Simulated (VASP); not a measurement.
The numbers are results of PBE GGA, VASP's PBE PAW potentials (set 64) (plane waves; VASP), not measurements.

Input for VASP

### INCAR
```
SIGMA = 0.05   # width (eV)
NELM = 100   # most electronic steps
LREAL = .FALSE.
LMAXMIX = 6
LCHARG = .TRUE.
LASPH = .TRUE.
PREC = Accurate
ALGO = Normal
LWAVE = .FALSE.
ISMEAR = 0
ENCUT = 500   # plane-wave cut-off (eV)
GGA = PE   # PBE
SYSTEM = La2O3
EDIFF = 1E-6   # SCF stop (eV)
```

### POSCAR
```
La2O3
1.0
  1.9687740656  -3.4100166194   0.0000000000
  1.9687740656   3.4100166194   0.0000000000
  0.0000000000   0.0000000000   6.1814219560
La O
2 3
Cart
  1.9687740656   1.1366744798   1.5281816135
  1.9687740656  -1.1366744798   4.6532403425
  0.0000000000   0.0000000000   0.0000000000
  1.9687740656   1.1366744798   3.9919084794
  1.9687740656  -1.1366744798   2.1895134766
```

File KPOINTS:
```
Automatic mesh
0
Gamma
6 6 4
0 0 0
```

POTCAR, in this order: La O (PBE.64 set). Program: vasp_std.

Output of the run:

File OSZICAR:
```
       N       E                     dE             d eps       ncg     rms          rms(c)
DAV:   1     0.473390319224E+03    0.47339E+03   -0.15296E+04  1168   0.246E+03
DAV:   2     0.878555596835E+02   -0.38553E+03   -0.38013E+03  1720   0.404E+02
DAV:   3    -0.291353837004E+02   -0.11699E+03   -0.11519E+03  2104   0.219E+02
DAV:   4    -0.465510719219E+02   -0.17416E+02   -0.17409E+02  2056   0.917E+01
DAV:   5    -0.475514640778E+02   -0.10004E+01   -0.10001E+01  2144   0.260E+01    0.149E+01
DAV:   6    -0.418981147622E+02    0.56533E+01   -0.52160E+01  1776   0.435E+01    0.765E+00
DAV:   7    -0.418244667585E+02    0.73648E-01   -0.56680E+00  2144   0.252E+01    0.354E+00
DAV:   8    -0.418183581194E+02    0.61086E-02   -0.49564E-01  2040   0.614E+00    0.139E+00
DAV:   9    -0.418216814857E+02   -0.33234E-02   -0.70742E-02  2048   0.243E+00    0.415E-01
DAV:  10    -0.418241056997E+02   -0.24242E-02   -0.46155E-02  1936   0.147E+00    0.223E-01
DAV:  11    -0.418247183684E+02   -0.61267E-03   -0.17298E-02  1936   0.983E-01    0.150E-01
DAV:  12    -0.418248487043E+02   -0.13034E-03   -0.33479E-03  1880   0.438E-01    0.504E-02
DAV:  13    -0.418249083353E+02   -0.59631E-04   -0.11591E-03  1944   0.235E-01    0.270E-02
DAV:  14    -0.418249105218E+02   -0.21865E-05   -0.15316E-04  1992   0.107E-01    0.435E-03
DAV:  15    -0.418249112825E+02   -0.76075E-06   -0.11544E-05  1824   0.312E-02    0.269E-03
DAV:  16    -0.418249111769E+02    0.10565E-06   -0.11262E-06  1136   0.135E-02
   1 F= -.41824911E+02 E0= -.41824911E+02  d E =-.826448E-17
```

**OUTCAR**
```
------------------------ aborting loop because EDIFF is reached ----------------------------------------
  FORCE on cell =-STRESS in cart. coord.  units (eV):
  Direction    XX          YY          ZZ          XY          YZ          ZX
  --------------------------------------------------------------------------------------
  Total       -0.0168786     -0.0168786     -0.0347599     -0.0000000     -0.0000000      0.0000000
  in kB       -0.3258194     -0.3258194     -0.6709941     -0.0000000     -0.0000000      0.0000000
  external PRESSURE =      -0.4408776 kB  Pullay stress =       0.0000000 kB
  volume of cell :       83.00
      direct lattice vectors                 reciprocal lattice vectors
     1.968774066 -3.410016619  0.000000000     0.253965150 -0.146626851  0.000000000
     1.968774066  3.410016619  0.000000000     0.253965150  0.146626851  0.000000000
     0.000000000  0.000000000  6.181421956     0.000000000  0.000000000  0.161775075
 POSITION                                       TOTAL-FORCE (eV/Angst)
 -----------------------------------------------------------------------------------
      1.96877      1.13667      1.52818         0.000000      0.000000     -0.002749
      1.96877     -1.13667      4.65324        -0.000000     -0.000000      0.002749
      0.00000      0.00000      0.00000        -0.000000      0.000000      0.000000
      1.96877      1.13667      3.99191        -0.000000      0.000000     -0.017961
      1.96877     -1.13667      2.18951         0.000000     -0.000000      0.017961
 -----------------------------------------------------------------------------------
    total drift:                                0.000000     -0.000000      0.000000
  FREE ENERGIE OF THE ION-ELECTRON SYSTEM (eV)
  ---------------------------------------------------
  free  energy   TOTEN  =       -41.8249111769 eV

  energy  without entropy=      -41.8249111769  energy(sigma->0) =      -41.82491118
```
(Selected blocks of OUTCAR.)

### OUTCAR
```
 val. band max:        5.8256576806   @ k =   0.5000   0.0000   0.5000

 cond. band min:       9.6823229015   @ k =   0.5000   0.0000   0.0000


 Fermi energy:         6.1083570065

 k-point     1 :       0.0000    0.0000    0.0000
  band No.  band energies     occupation
      1     -24.0254      2.00000
      2     -23.8042      2.00000
      3     -11.0521      2.00000
      4      -9.8304      2.00000
      5      -9.3704      2.00000
      6      -7.4896      2.00000
      7      -7.4896      2.00000
      8      -7.2754      2.00000
      9      -7.2753      2.00000
     10      -7.1913      2.00000
     11      -6.4299      2.00000
     12       3.5094      2.00000
     13       3.5094      2.00000
     14       3.6570      2.00000
     15       3.6570      2.00000
     16       3.7548      2.00000
     17       4.2111      2.00000
     18       5.4828      2.00000
     19       5.4828      2.00000
     20       5.7362      2.00000
     21      10.0968      0.00000
     22      10.4482      0.00000
     23      10.4483      0.00000
     24      10.9035      0.00000

 k-point     2 :       0.1667    0.0000    0.0000
  band No.  band energies     occupation
      1     -23.9815      2.00000
      2     -23.7857      2.00000
      3     -11.0712      2.00000
      4     -10.2900      2.00000
      5      -9.6609      2.00000
      6      -7.5885      2.00000
      7      -7.3122      2.00000
      8      -7.2546      2.00000
      9      -7.2023      2.00000
     10      -7.0238      2.00000
     11      -6.3478      2.00000
     12       3.3752      2.00000
     13       3.7248      2.00000
     14       3.8211      2.00000
     15       3.8639      2.00000
     16       3.8866      2.00000
     17       4.7383      2.00000
     18       5.1335      2.00000
     19       5.4628      2.00000
     20       5.6545      2.00000
     21      10.1843      0.00000
     22      10.4604      0.00000
     23      10.6155      0.00000
     24      10.9997      0.00000
...
```

The compound is La2O3 in the a-type structure. It was relaxed first.
